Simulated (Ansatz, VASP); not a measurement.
# AgF: VASP beside Ansatz, part 2 of 2

One calculation is typed for both programs; each brings its own data sets. How far apart do they land? The cell is generated by rule, not measured, and may not be a known phase. The cell is taken from a series of runs on this material, whose earlier steps may have relaxed, scaled, displaced or heated it; both programs get it as it stands.

VASP 6.6.1 and Ansatz 0.2.0.

So far: Set-up; Ansatz: relaxation of cell and atoms, PBEsol.

### Step 3. VASP: relaxation of cell and atoms, PBEsol

Level of this step: PBEsol; plane waves and PAW (Ag, F); invented cell (VASP).

The same cell, functional, mesh and smearing now go to VASP, with its own data sets.

Lines of VASP's logs that name or quote its potential files are left out, and so is its time.

INCAR reads:

```
SYSTEM = AgF
PREC = Accurate
ENCUT = 600
EDIFF = 1E-07
NELM = 120
ISMEAR = 1
SIGMA = 0.15
LREAL = .FALSE.
ALGO = Normal
GGA = PS
NBANDS = 15
LASPH = .TRUE.
LORBIT = 11
LWAVE = .FALSE.
LCHARG = .FALSE.
ISIF = 3
IBRION = 2
NSW = 80
EDIFFG = -0.005
GGA_COMPAT = .FALSE.
NELMIN = 4
KPAR = 2
```

POSCAR reads:

```
AgF
1.0
    0.0000000000      2.6609120000      2.6609120000
    2.6609120000      0.0000000000      2.6609120000
    2.6609120000      2.6609120000      0.0000000000
Ag F
1 1
Direct
    0.0000000000      0.0000000000      0.0000000000
    0.2500000000      0.2500000000      0.2500000000
```

KPOINTS reads:

```
Automatic mesh
0
Gamma
12 12 12
0 0 0
```

PAW data sets: Ag and F (PBE family, release 64).

Run with:

```console
$ mpirun -np 2 vasp_std
```

Numbers of over 12 decimals in the logs are rounded to 6 here.

The program printed:

```text
[banner, memory and clock lines left out]
running    2 mpi-ranks, on    1 nodes
 distrk:  each k-point on    1 cores,    2 groups
 distr:  one band on    1 cores,    1 groups

 POSCAR found type information on POSCAR AgF
 POSCAR found :  2 types and       2 ions
|                                                                             |
|               ----> ADVICE to this user running VASP <----                  |
|                                                                             |
|     You enforced a specific xc type in the INCAR file but a different       |
|     [... a line on the potential file left out ...]
|     I HOPE YOU KNOW WHAT YOU ARE DOING!                                     |
|                                                                             |

 LDA part: xc-table for (Slater+PW92), standard interpolation
 POSCAR, INCAR and KPOINTS ok, starting setup
 FFT: planning ... GRIDC
 FFT: planning ... GRID_SOFT
 FFT: planning ... GRID
 WAVECAR not read
 entering main loop
       N       E                     dE             d eps       ncg     rms          rms(c)
DAV:   1     0.108916900065E+03    0.10892E+03   -0.10241E+04  2192   0.125E+03
DAV:   2    -0.409536281366E+01   -0.11301E+03   -0.10378E+03  2426   0.272E+02
DAV:   3    -0.746370775714E+01   -0.33683E+01   -0.33591E+01  2524   0.497E+01
DAV:   4    -0.747812792429E+01   -0.14420E-01   -0.14420E-01  2594   0.344E+00
DAV:   5    -0.747823213990E+01   -0.10422E-03   -0.10422E-03  2783   0.297E-01    0.603E+00
DAV:   6    -0.677303500863E+01    0.70520E+00   -0.20718E+00  2454   0.176E+01    0.414E+00
DAV:   7    -0.673849306551E+01    0.34542E-01   -0.16208E-01  2174   0.533E+00    0.261E+00
DAV:   8    -0.672762134812E+01    0.10872E-01   -0.72693E-02  2328   0.270E+00    0.739E-01
DAV:   9    -0.672527996667E+01    0.23414E-02   -0.59679E-03  2503   0.749E-01    0.913E-02
DAV:  10    -0.672549894631E+01   -0.21898E-03   -0.22416E-04  2335   0.143E-01    0.608E-02
DAV:  11    -0.672554995925E+01   -0.51013E-04   -0.48229E-05  2363   0.577E-02    0.132E-02
DAV:  12    -0.672555189564E+01   -0.19364E-05   -0.84584E-06  2440   0.346E-02    0.645E-03
DAV:  13    -0.672555159633E+01    0.29931E-06   -0.10208E-06  2356   0.155E-02    0.129E-03
DAV:  14    -0.672555162182E+01   -0.25494E-07   -0.27935E-07  2475   0.500E-03
   1 F= -.67255516E+01 E0= -.67268379E+01  d E =-.672555E+01
 curvature:   0.00 expect dE= 0.000E+00 dE for cont linesearch  0.000E+00
 trial: gam= 0.00000 g(F)=  0.131E-46 g(S)=  0.321E-03 ort = 0.000E+00 (trialstep = 0.100E+01)
 search vector abs. value=  0.321E-03
 bond charge predicted
       N       E                     dE             d eps       ncg     rms          rms(c)
DAV:   1    -0.673155270851E+01   -0.60011E-02   -0.80545E-02  2174   0.296E+00    0.562E-01
DAV:   2    -0.672597578763E+01    0.55769E-02   -0.16898E-02  2188   0.124E+00    0.126E-01
DAV:   3    -0.672576179786E+01    0.21399E-03   -0.51459E-04  2247   0.373E-01    0.100E-01
DAV:   4    -0.672574175146E+01    0.20046E-04   -0.69173E-05  2349   0.802E-02    0.651E-02
DAV:   5    -0.672573581640E+01    0.59351E-05   -0.22787E-05  2216   0.409E-02    0.150E-02
DAV:   6    -0.672573291672E+01    0.28997E-05   -0.60901E-06  2307   0.311E-02    0.157E-03
DAV:   7    -0.672573310685E+01   -0.19013E-06   -0.50369E-07  2426   0.725E-03    0.106E-03
DAV:   8    -0.672573315148E+01   -0.44631E-07   -0.65920E-09  1164   0.971E-04
   2 F= -.67257332E+01 E0= -.67270024E+01  d E =-.181530E-03
 trial-energy change:   -0.000182  1 .order   -0.000187   -0.000321   -0.000054
 step:   1.2435(harm=  1.2031)  dis= 0.00000  next Energy=    -6.725740 (dE=-0.188E-03)
 bond charge predicted
       N       E                     dE             d eps       ncg     rms          rms(c)
DAV:   1    -0.672608098524E+01   -0.34788E-03   -0.47781E-03  2174   0.722E-01    0.136E-01
DAV:   2    -0.672575096074E+01    0.33002E-03   -0.98783E-04  2188   0.300E-01    0.309E-02
DAV:   3    -0.672573789356E+01    0.13067E-04   -0.31523E-05  2254   0.932E-02    0.249E-02
DAV:   4    -0.672573706032E+01    0.83324E-06   -0.42139E-06  2328   0.197E-02    0.162E-02
DAV:   5    -0.672573731905E+01   -0.25873E-06   -0.13889E-06  2202   0.102E-02    0.368E-03
DAV:   6    -0.672573709329E+01    0.22576E-06   -0.37803E-07  2167   0.781E-03    0.388E-04
DAV:   7    -0.672573712743E+01   -0.34138E-07   -0.31040E-08  1115   0.180E-03
   3 F= -.67257371E+01 E0= -.67270020E+01  d E =-.185506E-03
 curvature:  -0.58 expect dE=-0.360E-06 dE for cont linesearch -0.360E-06
 trial: gam= 0.00000 g(F)=  0.563E-47 g(S)=  0.622E-06 ort =-0.141E-04 (trialstep = 0.105E+01)
 search vector abs. value=  0.622E-06
 reached required accuracy - stopping structural energy minimisation
```

Parts of OUTCAR (step 3):

```text
ion  position               nearest neighbor table
   1  0.000  0.000  0.000-   2 2.30   2 2.30   2 2.30   2 2.30
   2  0.250  0.250  0.250-   1 2.30   1 2.30   1 2.30   1 2.30

  LATTYP: Found a face centered cubic cell.
 ALAT       =     5.3218240000

 Subroutine GETGRP returns: Found 24 space group operations
 (whereof 24 operations were pure point group operations)

The static configuration has the point symmetry T_d .

 Found     72 irreducible k-points:

   k-points           NKPTS =     72   k-points in BZ     NKDIM =     72   number of bands    NBANDS=     15

   dimension x,y,z NGX =    30 NGY =   30 NGZ =   30
   dimension x,y,z NGXF=    60 NGYF=   60 NGZF=   60

   ENCUT  =  600.0 eV  44.10 Ry    6.64 a.u.   7.52  7.52  7.52*2*pi/ulx,y,z

   NELECT =      18.0000    total number of electrons

 k-points in reciprocal lattice and weights: Automatic mesh
   0.00000000  0.00000000  0.00000000       0.001
   0.08333333  0.00000000  0.00000000       0.005
   0.16666667  0.00000000  0.00000000       0.005
   0.25000000  0.00000000  0.00000000       0.005
   0.33333333  0.00000000  0.00000000       0.005
   0.41666667  0.00000000  0.00000000       0.005
   0.50000000  0.00000000  0.00000000       0.002
   0.08333333  0.08333333  0.00000000       0.003
   0.16666667  0.08333333  0.00000000       0.014
[...]
-0.33333333  0.50000000  0.16666667       0.007
  -0.25000000  0.50000000  0.25000000       0.003

 average (electrostatic) potential at core
       1 -74.6549       2 -77.1092

 E-fermi :   1.3645

 k-point     1 :       0.0000    0.0000    0.0000
  band No.  band energies     occupation
    ...
      6      -0.0909      2.00000
      7       1.1834      2.07082
      8       1.3290      1.38875
      9       1.3290      1.38874
     10       1.3290      1.38874
     11      14.3487      0.00000
     12      14.3487      0.00000
     13      14.3487      0.00000
     14      18.6317      0.00000
     15      19.1519      0.00000

 k-point     2 :       0.0833    0.0000    0.0000
  band No.  band energies     occupation
    ...
      5      -0.0968      2.00000
      6      -0.0968      2.00000
      7       1.1080      2.03622
      8       1.3153      1.52387
      9       1.3153      1.52387
     10       1.5200     -0.05703
     11      13.5869      0.00000
     12      14.3545      0.00000
     13      14.3545      0.00000
     14      18.0714      0.00000
    ...

 k-point     3 :       0.1667    0.0000    0.0000
  band No.  band energies     occupation
    ...
      5      -0.1061      2.00000
      6      -0.1061      2.00000
      7       0.8938      2.00008
      8       1.2714      1.85826
      9       1.2714      1.85826
     10       2.0582     -0.00000
     11      12.0720      0.00000
     12      14.3464      0.00000
     13      14.3464      0.00000
     14      17.3588      0.00000
    ...

  Total        0.0029324      0.0029324      0.0029324      0.0000000     -0.0000000     -0.0000000
  in kB        0.1254340      0.1254340      0.1254340      0.0000000     -0.0000000     -0.0000000
  external PRESSURE =       0.1254340 kB  Pullay stress =       0.0000000 kB

  energy-cutoff  :      600.00
  volume of cell :       37.46
      direct lattice vectors                 reciprocal lattice vectors
     0.000000000  2.655598238  2.655598238    -0.188281493  0.188281493  0.188281493
     2.655598238  0.000000000  2.655598238     0.188281493 -0.188281493  0.188281493
     2.655598238  2.655598238  0.000000000     0.188281493  0.188281493 -0.188281493

 POSITION                                       TOTAL-FORCE (eV/Angst)
 -----------------------------------------------------------------------------------
      0.00000      0.00000      0.00000        -0.000000     -0.000000     -0.000000
      1.32780      1.32780      1.32780         0.000000      0.000000      0.000000
 -----------------------------------------------------------------------------------
    total drift:                               -0.000000     -0.000000      0.000000

  FREE ENERGIE OF THE ION-ELECTRON SYSTEM (eV)
  ---------------------------------------------------
  free  energy   TOTEN  =        -6.7257371274 eV

  energy  without entropy=       -6.7295318295  energy(sigma->0) =       -6.72700203

 reached required accuracy - stopping structural energy minimisation

 total charge
# of ion       s       p       d       tot
------------------------------------------
    1        0.162   0.141   9.394   9.697
    2        1.731   4.283   0.000   6.014
--------------------------------------------------
tot          1.892   4.425   9.394  15.711

[... 3 further parts left out ...]
```

CONTCAR:

```
AgF
   1.00000000000000
     0.0000000000000000    2.6555982381944903    2.6555982381944903
     2.6555982381944903    0.0000000000000000    2.6555982381944903
     2.6555982381944903    2.6555982381944903    0.0000000000000000
  Ag              F
     1     1
Direct
     0.0000000000000000    0.0000000000000000    0.0000000000000000
     0.2500000000000000    0.2500000000000000    0.2500000000000000
```

### Step 4. Side by side

Known differences besides the potentials themselves: the data sets hold 26 valence electrons in Ansatz (on its default PAW (the set named soft_2) files) and 18 in VASP; the cutoff is 420 eV in Ansatz and 600 eV in VASP; Ansatz makes its cores anew for this functional, VASP keeps those of its PBE data sets; Ansatz adds a Pulay correction to the stress that steers its cell, VASP none. Total energies have different zeros and are not compared.

Compared:

| quantity | Ansatz | VASP | difference |
| --- | --- | --- | --- |
| volume (Å³) | 37.68 | 37.46 | +0.60 % |
| edge a after relaxation, in the typed setting (Å) | 3.763 | 3.756 | +0.20 % |

### Step 5. Summary of results

| Property | Result |
| --- | --- |
| difference in volume (relaxation of cell and atoms, PBEsol) | 0.60 % |

In words: The difference in volume is 0.60 % (relaxation of cell and atoms, PBEsol), within the 1.2 % picked in this series as the mark of a large difference, as far as the stopping tolerances let one tell. The data sets hold unlike numbers of valence electrons (26 in Ansatz and 18 in VASP), so part of the differences comes from the potentials. 1 further run of this series is not shown here. Such differences can come from data sets, numerical settings and the points named under the comparisons, not from the functional's error against experiment.

[Lines on the potential files, build, host, timing and source positions are cut from VASP's logs without a mark.]

[Logs are printed without paths, hosts, clocks, repeated set-up lines and the standing remarks that a program may print on its own settings, such as how far it seeks lower states.]

[Hosts, paths, dates, database ids (printed as entryN), source tags and the programs' standing remarks are cut or masked in the printed files.]
